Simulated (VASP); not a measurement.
# SiC (Moissanite): time-dependent DFT spectra, part 4 of 4

Wanted: excitation energies of SiC (Moissanite) by functional. The cell is of the wurtzite type, one of the forms listed for this formula. The start is a cell from a database of measured crystal structures.

VASP 6.6.1, plane waves and PAW; the level of theory is named at each step.

So far, lowest excitation (eV): step 5 (casida equation on LDA, time-dependent LDA, Casida form) 3.88; step 9 (casida equation on PBE0, time-dependent PBE0, Casida form) 5.20.

## 12. Casida equation on HSE06

This step: time-dependent HSE06, Casida form; plane waves and PAW (Si, C) (VASP 6.6.1).

The Casida equation, in the Tamm-Dancoff approximation (ANTIRES = 0), couples the pairs by a local exchange-correlation kernel and by exact exchange, which attracts electron and hole.

Contents of INCAR:

```
SYSTEM = SiC
PREC = Accurate
ENCUT = 420
ISMEAR = 0
SIGMA = 0.01
LREAL = .FALSE.
LHFCALC = .TRUE.
AEXX = 0.25
GGA = PE
HFSCREEN = 0.2
LASPH = .TRUE.
NBANDS = 24
PRECFOCK = Fast
ALGO = TDHF
NBANDSO = 5
NBANDSV = 4
OMEGAMAX = 25
NEDOS = 1000
CSHIFT = 0.1
LWAVE = .FALSE.
LCHARG = .FALSE.
ANTIRES = 0
LFXC = .TRUE.
LADDER = .TRUE.
```

Contents of POSCAR:

```
SiC
1.0
    3.0760000000      0.0000000000      0.0000000000
   -1.5380000000      2.6638941420      0.0000000000
    0.0000000000      0.0000000000      5.0480000000
Si C
2 2
Direct
    0.6666666667      0.3333333333      0.5045819132
    0.3333333333      0.6666666667      0.0045819132
    0.6666666667      0.3333333333      0.8804180868
    0.3333333333      0.6666666667      0.3804180868
```

Contents of KPOINTS:

```
Automatic mesh
0
Gamma
6 6 4
0 0 0
```

PAW data sets: Si and C (PBE family, release 64).

The run starts from files that an earlier step left in the folder.

Started as:

```console
$ mpirun -np 4 vasp_std
```

Log:

```text
[banner, memory and clock lines left out]
 LDA part: xc-table for (Slater+PW92), standard interpolation
 found WAVECAR, reading the header
 POSCAR, INCAR and KPOINTS ok, starting setup
 FFT: planning ... GRIDC
 FFT: planning ... GRID_SOFT
 FFT: planning ... GRID
 reading WAVECAR
 the WAVECAR file was read successfully
 initial charge from wavefunction
 available memory per node:    128.46 GB, setting MAXMEM to    131544

 The Fermi energy was updated, please check that it is located mid-gap
 values below the HOMO (VB) or above the LUMO (CB) will cause erroneous energies
 E-fermi :   9.2468

 Doing            0  frequencies on each core in blocks of            0
 parallelization over k-points
 Using distributed matrix
 Using distributed eigensolver
 allocating two-electron 4 orbital integral table    5    4    5    4
 BSE setting up matrix
 available memory per node:    128.51 GB, setting MAXMEM to    131591
 Calculate matrix elements of the BSE Hamiltonian:
 Workload is divided into blocks of two-electron 4 orbital integrals computed in
  parallel.
 Each block/integral has dimensions  of (   5,   4,   5,   4) orbitals
 Total number of blocks/integrals:                10440
 Number of spins:                                     1
 Number of kpoints:                                 144
 Spin channel:                                        1
  Number of blocks of unoccupied bands:               1
  Number of blocks of occupied bands:                 1
 Number of rows/columns of blocks:                  144

                                                        Time (sec)
               Integrals                 Ranks       Real         CPU
  [         1 -        576/     10440]     4         0.61        0.00
  [       577 -       1152/     10440]     4         1.23        0.00
  [      1153 -       1728/     10440]     4         1.84        0.00
  [      1729 -       2304/     10440]     4         2.45        0.00
  [      2305 -       2880/     10440]     4         3.06        0.00
  [      2881 -       3456/     10440]     4         3.72        0.00
  [      3457 -       4032/     10440]     4         4.35        0.00
  [      4033 -       4608/     10440]     4         4.98        0.00
  [      4609 -       5184/     10440]     4         5.59        0.00
  [      5185 -       5760/     10440]     4         6.21        0.00
  [      5761 -       6336/     10440]     4         6.83        0.00
  [      6337 -       6912/     10440]     4         7.44        0.00
  [      6913 -       7488/     10440]     4         8.04        0.00
  [      7489 -       8064/     10440]     4         8.62        0.00
  [      8065 -       8640/     10440]     4         9.19        0.00
  [      8641 -       9216/     10440]     4         9.79        0.00
  [      9217 -       9792/     10440]     4        10.41        0.00
  [      9793 -      10368/     10440]     4        11.02        0.00
  [     10369 -      10440/     10440]     4        11.16        0.00

[... 5 parts as in an earlier step ...]
```

Wall time 22 s (4 MPI ranks of Intel Xeon Platinum 8259CL at 2.50GHz (Skylake/Cascade Lake), shared host); peak memory 1.4 GiB.

From OUTCAR (step 12):

```text
   NELECT =      16.0000    total number of electrons

 E-fermi :   9.2468

[... 9 parts as in an earlier step ...]

[... 1 further part left out ...]
```

This step gave:

- lowest excitation: 5.019 eV

The imaginary dielectric function has structure finer than the step of the table below, so its rows give means over 1 eV, whole bins alone (the curve runs from 0 to 25 eV). Peaks (eV: height): xx 6.0: 7.65, 6.8: 31.9, 7.1: 31.8; zz 6.0: 10.2, 6.7: 29.2, 6.9: 29.4, 7.4: 25.1, 8.1: 10.4, 9.1: 15.7.

From 5 filled and 4 empty bands alone, without any pair above OMEGAMAX = 25 eV, so strength is missing wherever others contribute; lines are broadened by CSHIFT, which also makes the tail under the first line. Imaginary dielectric function against photon energy; means over each step:

```
photon energy (eV)       xx       zz
                 1   0.0169   0.0172
                 2   0.0382   0.0389
                 3   0.0722   0.0735
                 4    0.143    0.146
                 5    0.418    0.415
                 6     3.86     4.44
                 7     22.9     20.1
                 8     9.81     10.9
                 9     7.67     10.8
                10     4.08     4.81
                11     3.52     2.57
                12     2.30     1.51
                13    0.695    0.966
                14    0.272    0.331
                15    0.189    0.287
                16    0.110   0.0937
                17   0.0428   0.0707
                18   0.0201   0.0229
                19   0.0150   0.0157
                20   0.0119   0.0123
                21  0.00970   0.0100
                22  0.00804  0.00830
                23  0.00677  0.00699
                24  0.00578  0.00594
```

Some of the lowest 40 states alone, with states under 2.5 meV apart joined, scaled to the strongest line shown. Lines of the exciton spectrum (strongest = 100):

```
position (eV)  lines merged  oscillator strength
        5.020             3                  0.0
        5.329             3                  0.0
        5.355             2                  0.8
        5.358             1                  0.0
        5.724             3                  0.0
        5.758             3                  100
        5.764             3                  0.0
        5.771             3                  9.4
        5.853             3                  0.0
        5.866             3                  0.0
        5.928             2                  0.0
```

The lowest excitation lies at 5.019 eV, -65 meV against the direct gap of these orbitals, a distance that this coarse mesh makes far too large. It is dark; the first state with over 2 % of the strongest strength among the lowest 40 lies at 5.758 eV. Peak heights aren't converged with the mesh, least of all at the onset.

## 13. Summary

This step: time-dependent LDA, PBE0, HSE06; plane waves and PAW (VASP 6.6.1).

Derived from the runs above.

Cost is wall time times ranks on a shared host, for this step alone, without the steps before it. Excitations by level:

```
                   level  first excitation (eV)  cost (core minutes)
  Casida equation on LDA                  3.884                 1.17
 Casida equation on PBE0                  5.204                 1.25
Casida equation on HSE06                  5.019                 1.47
```

## 14. Outcome

| Quantity | Value |
| --- | --- |
| Casida equation on LDA | lowest vertical excitation 3.884 eV; direct gap 3.884 eV |
| Casida equation on PBE0 | lowest vertical excitation 5.204 eV; direct gap 5.818 eV |
| Casida equation on HSE06 | lowest vertical excitation 5.019 eV; direct gap 5.084 eV |

Time-dependent PBE0 puts the lowest vertical singlet excitation at 5.204 eV, 0.61 eV below the direct gap of 5.818 eV; the states within 10 meV of it carry 0 % of the strength of the strongest such group among the lowest 40 states. Time-dependent HSE06 puts the lowest vertical singlet excitation at 5.019 eV, 0.06 eV below the direct gap of 5.084 eV; the states within 10 meV of it carry 0 % of the strength of the strongest such group among the lowest 40 states. The LDA kernel binds nothing: its lowest excitation, 3.884 eV, sits at the direct gap of 3.884 eV. The binding energy was not obtained: in a well-screened crystal the exciton spreads over many cells, and on this mesh its distance from the gap is set by the mesh and is far too large. On such a mesh the heights of single peaks aren't converged either. For the hybrids, on a mesh this coarse most of the distance from the gap can come from the q = 0 term of the exact exchange, which falls with the number of k points, so it doesn't show which functional binds an exciton. These are vertical excitations; an indirect gap can lie lower. Direct gaps by functional: 3.884 eV at LDA, 5.818 eV at PBE0 and 5.084 eV at HSE06. Exact exchange widens them. Unscreened exchange converges slowly with the mesh, in the gaps as in the binding, and the two errors partly cancel in the excitation energy. Only the bands set by NBANDSO and NBANDSV form pairs, and any pair above OMEGAMAX = 25 eV is dropped, so the spectrum is that of this window; the window can cut degenerate bands, and the ratio of directions in the curves is that of the window, not of the crystal. The given cell is kept, although it stands at -3.5 GPa at LDA and ENCUT = 420 eV, which holds the mismatch of the given cell with this functional and any basis-set error; the relaxation of the atoms, at LDA and ENCUT = 520 eV, gave -2.6 GPa. Not tabulated here, as repeats of values shown or as unfit to read for their mesh, reference level or band range: gaps (empty bands, relaxation); eps2 curves (empty bands); eps1 curves and static values (Casida equation, empty bands); line lists of runs without attraction (Casida equation); exciton binding energies (Casida equation).

[Lines on the potential files, build, host, timing and source positions are cut from VASP's logs without a mark.]

[Logs are printed without paths, hosts, clocks, repeated set-up lines and the standing remarks that a program may print on its own settings, such as how far it seeks lower states.]

[Hosts, paths, dates, database ids (printed as entryN), source tags and the programs' standing remarks are cut or masked in the printed files.]

[Pressures printed for these runs are not shown converged in the cutoff: they can be off by several GPa and have the wrong sign.]
